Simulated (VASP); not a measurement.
Calculation: PBE GGA, VASP's PBE PAW potentials (set 64) (plane waves; VASP 6.6.1).

Input for VASP

### INCAR
```
ISMEAR  =  1   # Methfessel-Paxton
PREC  =  Accurate
SIGMA  =  0.1   # width (eV)
LMAXMIX  =  4   # l cut-off of mixed one-centre charges
ALGO  =  Normal   # blocked Davidson
LASPH  =  .TRUE.
LREAL  =  .FALSE.   # projection in real space or not
GGA  =  PE
LCHARG  =  .FALSE.
SYSTEM  =  CoSi2
BMIX  =  0.0001
IMIX  =  1
ENCUT  =  400   # plane-wave cut-off (eV)
LWAVE  =  .FALSE.
AMIX  =  0.6
EDIFF  =  1E-6   # SCF stop (eV)
ISIF  =  2
NELM  =  100   # most electronic steps
```

File POSCAR:
```
CoSi2
3.8658940
  0.0000000000   0.7071068167   0.7071068167
  0.7071068167   0.0000000000   0.7071068167
  0.7071068167   0.7071068167   0.0000000000
Co Si
1 2
Cartesian
  0.0000000000   0.0000000000   0.0000000000
  0.3535534083   0.3535534083   0.3535534083
  1.0606602250   1.0606602250   1.0606602250
```

KPOINTS:
```
Automatic mesh
0
Gamma
9 9 9
0 0 0
```

POTCAR, in this order: Co Si (PBE.64 set). Program: vasp_std.

Output of the run:

### OSZICAR
```
       N       E                     dE             d eps       ncg     rms          rms(c)
DAV:   1     0.601935714785E+02    0.60194E+02   -0.57892E+03   840   0.107E+03
DAV:   2    -0.170960480400E+02   -0.77290E+02   -0.71935E+02   852   0.232E+02
DAV:   3    -0.205546112638E+02   -0.34586E+01   -0.33270E+01  1080   0.561E+01
DAV:   4    -0.206377307649E+02   -0.83120E-01   -0.82963E-01  1012   0.855E+00
DAV:   5    -0.206404407685E+02   -0.27100E-02   -0.27088E-02  1148   0.153E+00    0.138E+01
DAV:   6    -0.381930527736E+02   -0.17553E+02   -0.11030E+02   920   0.235E+02    0.398E+01
DAV:   7    -0.151956176303E+03   -0.11376E+03   -0.13927E+03  1280   0.614E+02    0.622E+01
DAV:   8    -0.323276421206E+03   -0.17132E+03   -0.57753E+03  1204   0.446E+02    0.377E+02
DAV:   9    -0.270040162817E+03    0.53236E+02   -0.53368E+03  1148   0.442E+02    0.229E+02
DAV:  10    -0.281974354043E+03   -0.11934E+02   -0.56802E+03  1268   0.325E+02    0.233E+02
DAV:  11    -0.272028739303E+03    0.99456E+01   -0.49893E+03  1196   0.433E+02    0.229E+02
DAV:  12    -0.287870936074E+03   -0.15842E+02   -0.56204E+03  1284   0.332E+02    0.401E+02
DAV:  13    -0.313647746793E+03   -0.25777E+02   -0.58551E+03  1120   0.472E+02    0.329E+02
DAV:  14    -0.266992061001E+03    0.46656E+02   -0.55039E+03  1304   0.302E+02    0.220E+02
DAV:  15    -0.282222026450E+03   -0.15230E+02   -0.51807E+03  1220   0.452E+02    0.260E+02
DAV:  16    -0.286785472588E+03   -0.45634E+01   -0.56697E+03  1300   0.323E+02    0.385E+02
DAV:  17    -0.316310426087E+03   -0.29525E+02   -0.59091E+03  1120   0.471E+02    0.333E+02
DAV:  18    -0.266739604859E+03    0.49571E+02   -0.54752E+03  1292   0.303E+02    0.197E+02
DAV:  19    -0.274687665134E+03   -0.79481E+01   -0.49857E+03  1184   0.442E+02    0.244E+02
DAV:  20    -0.285003064401E+03   -0.10315E+02   -0.56508E+03  1284   0.329E+02    0.369E+02
DAV:  21    -0.308246569739E+03   -0.23244E+02   -0.57999E+03  1148   0.479E+02    0.317E+02
DAV:  22    -0.269520030449E+03    0.38727E+02   -0.55139E+03  1312   0.308E+02    0.229E+02
DAV:  23    -0.283721386776E+03   -0.14201E+02   -0.52179E+03  1204   0.454E+02    0.262E+02
DAV:  24    -0.283244434946E+03    0.47695E+00   -0.56031E+03  1288   0.326E+02    0.384E+02
DAV:  25    -0.315092985954E+03   -0.31849E+02   -0.59159E+03  1124   0.482E+02    0.334E+02
DAV:  26    -0.266918625133E+03    0.48174E+02   -0.54730E+03  1304   0.308E+02    0.201E+02
DAV:  27    -0.276882993115E+03   -0.99644E+01   -0.50244E+03  1208   0.446E+02    0.248E+02
DAV:  28    -0.288392941258E+03   -0.11510E+02   -0.56285E+03  1328   0.332E+02    0.458E+02
DAV:  29    -0.332817376920E+03   -0.44424E+02   -0.62833E+03  1132   0.500E+02    0.372E+02
DAV:  30    -0.260305466830E+03    0.72512E+02   -0.54380E+03  1312   0.291E+02    0.171E+02
DAV:  31    -0.264974776598E+03   -0.46693E+01   -0.47886E+03  1208   0.435E+02    0.227E+02
DAV:  32    -0.293548502855E+03   -0.28574E+02   -0.57002E+03  1324   0.342E+02    0.483E+02
DAV:  33    -0.331238523497E+03   -0.37690E+02   -0.62672E+03  1064   0.491E+02    0.374E+02
DAV:  34    -0.258672462394E+03    0.72566E+02   -0.53874E+03  1332   0.299E+02    0.204E+02
DAV:  35    -0.281645213482E+03   -0.22973E+02   -0.51285E+03  1200   0.452E+02    0.265E+02
DAV:  36    -0.281673647991E+03   -0.28435E-01   -0.56030E+03  1276   0.328E+02    0.319E+02
DAV:  37    -0.299232731786E+03   -0.17559E+02   -0.55663E+03  1148   0.466E+02    0.297E+02
DAV:  38    -0.273020277439E+03    0.26212E+02   -0.55515E+03  1320   0.314E+02    0.237E+02
DAV:  39    -0.282167862205E+03   -0.91476E+01   -0.51778E+03  1160   0.456E+02    0.260E+02
DAV:  40    -0.279561813559E+03    0.26060E+01   -0.55960E+03  1284   0.327E+02    0.317E+02
DAV:  41    -0.297816134888E+03   -0.18254E+02   -0.55287E+03  1156   0.466E+02    0.295E+02
DAV:  42    -0.279749590279E+03    0.18067E+02   -0.56135E+03  1328   0.311E+02    0.387E+02
DAV:  43    -0.321663017461E+03   -0.41913E+02   -0.60267E+03  1148   0.486E+02    0.348E+02
DAV:  44    -0.262518326367E+03    0.59145E+02   -0.54494E+03  1316   0.303E+02    0.183E+02
DAV:  45    -0.269557684130E+03   -0.70394E+01   -0.48667E+03  1220   0.443E+02    0.237E+02
DAV:  46    -0.798878051451E+03   -0.52932E+03   -0.10764E+04  1344   0.338E+02    0.486E+02
DAV:  47    -0.336339549536E+03    0.46254E+03   -0.63657E+03  1124   0.501E+02    0.382E+02
DAV:  48    -0.585833363360E+03   -0.24949E+03   -0.86794E+03  1328   0.296E+02    0.170E+02
DAV:  49    -0.268570293476E+03    0.31726E+03   -0.48368E+03  1236   0.436E+02    0.236E+02
DAV:  50    -0.289897733726E+03   -0.21327E+02   -0.56525E+03  1308   0.337E+02    0.429E+02
DAV:  51    -0.679395149716E+03   -0.38950E+03   -0.60914E+03  1116   0.489E+02    0.349E+02
DAV:  52    -0.119433697226E+05   -0.11264E+05   -0.12225E+05  1328   0.302E+02    0.189E+02
DAV:  53    -0.273611065116E+03    0.11670E+05   -0.49541E+03  1196   0.439E+02    0.244E+02
DAV:  54    -0.121311752943E+04   -0.93951E+03   -0.11749E+04  1300   0.334E+02    0.372E+02
DAV:  55    -0.310362826794E+03    0.90275E+03   -0.58106E+03  1156   0.469E+02    0.320E+02
DAV:  56    -0.341854381704E+04   -0.31082E+04   -0.37004E+04  1332   0.306E+02    0.236E+02
DAV:  57    -0.285892190823E+03    0.31327E+04   -0.52706E+03  1188   0.460E+02    0.267E+02
DAV:  58    -0.103782286674E+05   -0.10092E+05   -0.47788E+04  1332   0.322E+02    0.339E+02
DAV:  59    -0.310557899365E+03    0.10068E+05   -0.57603E+03  1148   0.472E+02    0.310E+02
DAV:  60    -0.269007456409E+03    0.41550E+02   -0.55181E+03  1312   0.314E+02    0.209E+02
DAV:  61    -0.433698626964E+03   -0.16469E+03   -0.51251E+03  1208   0.448E+02    0.246E+02
DAV:  62    -0.215098490705E+05   -0.21076E+05   -0.21789E+05  1324   0.332E+02    0.346E+02
DAV:  63    -0.302576622542E+03    0.21207E+05   -0.56789E+03  1160   0.475E+02    0.305E+02
DAV:  64    -0.181336536370E+05   -0.17831E+05   -0.10837E+05  1332   0.311E+02    0.205E+02
DAV:  65    -0.275116799109E+03    0.17859E+05   -0.50117E+03  1216   0.447E+02    0.241E+02
DAV:  66    -0.964675827934E+04   -0.93716E+04   -0.91960E+04  1324   0.334E+02    0.375E+02
DAV:  67    -0.911347942761E+03    0.87354E+04   -0.11794E+04  1128   0.474E+02    0.319E+02
DAV:  68    -0.280366669511E+03    0.63098E+03   -0.56488E+03  1320   0.310E+02    0.241E+02
```

### stdout
```
...
 WARNING: Sub-Space-Matrix is not hermitian in DAV            5
 -0.671572980294367
 WARNING: Sub-Space-Matrix is not hermitian in DAV            6
  0.809939165724448
 WARNING: Sub-Space-Matrix is not hermitian in DAV            7
 -6.291491122287503E-002
 WARNING: Sub-Space-Matrix is not hermitian in DAV            8
  -1.04999444475218
 WARNING: Sub-Space-Matrix is not hermitian in DAV            9
  -1.64545215300776
 WARNING: Sub-Space-Matrix is not hermitian in DAV           10
  -2.08035804108288
 WARNING: Sub-Space-Matrix is not hermitian in DAV           11
 -0.667291992143544
 WARNING: Sub-Space-Matrix is not hermitian in DAV           12
  -7.63860585760000
 WARNING: Sub-Space-Matrix is not hermitian in DAV           13
 -4.346326952359133E-002
 WARNING: Sub-Space-Matrix is not hermitian in DAV           14
 -0.853122497904121
 WARNING: Sub-Space-Matrix is not hermitian in DAV           15
 -0.223484245887343
 WARNING: Sub-Space-Matrix is not hermitian in DAV           16
 -0.682174687887675

 -----------------------------------------------------------------------------
|                                                                             |
|     EEEEEEE  RRRRRR   RRRRRR   OOOOOOO  RRRRRR      ###     ###     ###     |
|     E        R     R  R     R  O     O  R     R     ###     ###     ###     |
|     E        R     R  R     R  O     O  R     R     ###     ###     ###     |
|     EEEEE    RRRRRR   RRRRRR   O     O  RRRRRR       #       #       #      |
|     E        R   R    R   R    O     O  R   R                               |
|     E        R    R   R    R   O     O  R    R      ###     ###     ###     |
|     EEEEEEE  R     R  R     R  OOOOOOO  R     R     ###     ###     ###     |
|                                                                             |
|     EDDAV: Call to ZHEGV failed. Returncode = 12 2 16                       |
|                                                                             |
|       ---->  I REFUSE TO CONTINUE WITH THIS SICK JOB ... BYE!!! <----       |
|                                                                             |
 -----------------------------------------------------------------------------
```

VASP stops with an error: EDDAV: Call to ZHEGV failed. Returncode = 12 2 16 ----> I REFUSE TO CONTINUE WITH THIS SICK JOB ... BYE!!! <----

The compound is CoSi2 in the fluorite structure. The cell was not relaxed at this level. The run is one of a series of settings (AMIX = 0.6, BMIX = 0.0001, IMIX = 1 against the base run), some of them coarse on purpose. The run is not spin-polarised, so no magnetic state was tried. The electron count is odd and the run is not spin-polarised, which forces a metal.
